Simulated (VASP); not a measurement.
Input:

```yaml
crystal:
  lattice:
    - [6.42427, 0.00000, 0.00000]
    - [3.21213, 5.56358, 0.00000]
    - [0.00000, 0.00000, 16.62290]
  atoms:
    - { symbol: Zr, position: [0.91667, 0.91667, 0.30079] }
    - { symbol: Zr, position: [0.41667, 0.41667, 0.30079] }
    - { symbol: Zr, position: [0.91667, 0.41667, 0.30079] }
    - { symbol: Zr, position: [0.41667, 0.91667, 0.30079] }
    - { symbol: Zr, position: [0.58333, 0.58333, 0.46015] }
    - { symbol: Zr, position: [0.08333, 0.08333, 0.46015] }
    - { symbol: Zr, position: [0.58333, 0.08333, 0.46015] }
    - { symbol: Zr, position: [0.08333, 0.58333, 0.46015] }
    - { symbol: Zr, position: [0.25000, 0.25000, 0.61952] }
    - { symbol: Zr, position: [0.75000, 0.75000, 0.61952] }
    - { symbol: Zr, position: [0.25000, 0.75000, 0.61952] }
    - { symbol: Zr, position: [0.75000, 0.25000, 0.61952] }
    - { symbol: N, position: [0.75000, 0.75000, 0.38047] }
    - { symbol: N, position: [0.25000, 0.25000, 0.38047] }
    - { symbol: N, position: [0.75000, 0.25000, 0.38047] }
    - { symbol: N, position: [0.25000, 0.75000, 0.38047] }
    - { symbol: N, position: [0.41667, 0.41667, 0.53984] }
    - { symbol: N, position: [0.91667, 0.91667, 0.53984] }
    - { symbol: N, position: [0.41667, 0.91667, 0.53984] }
    - { symbol: N, position: [0.91667, 0.41667, 0.53984] }
    - { symbol: N, position: [0.08333, 0.08333, 0.69921] }
    - { symbol: N, position: [0.58333, 0.58333, 0.69921] }
    - { symbol: N, position: [0.08333, 0.58333, 0.69921] }
    - { symbol: N, position: [0.58333, 0.08333, 0.69921] }
```

Computed with LDA (Ceperley-Alder, Perdew-Zunger), VASP's LDA PAW potentials (set 64) (plane waves; VASP). Run with LREAL = Auto, 400 eV cut-off, 3×3×1 Γ-centred mesh, Fermi-Dirac smearing of 0.10 eV, potentials Zr_sv N.

The cell holds a wide vacuum, so values per volume refer to the whole cell.

Task: What does the run give for the energy per atom (σ→0), band gap (on the k-mesh) with the smallest direct gap where there is one?

Result: 
- band gap (on the k-mesh): none (metal, semimetal or under 0.01 eV)
- energy per atom (σ→0): -10.258 eV/atom

Only differences to runs with the same potentials and settings are physical.

The cell is a sheet with vacuum, built from a database entry that may be metastable or hypothetical.
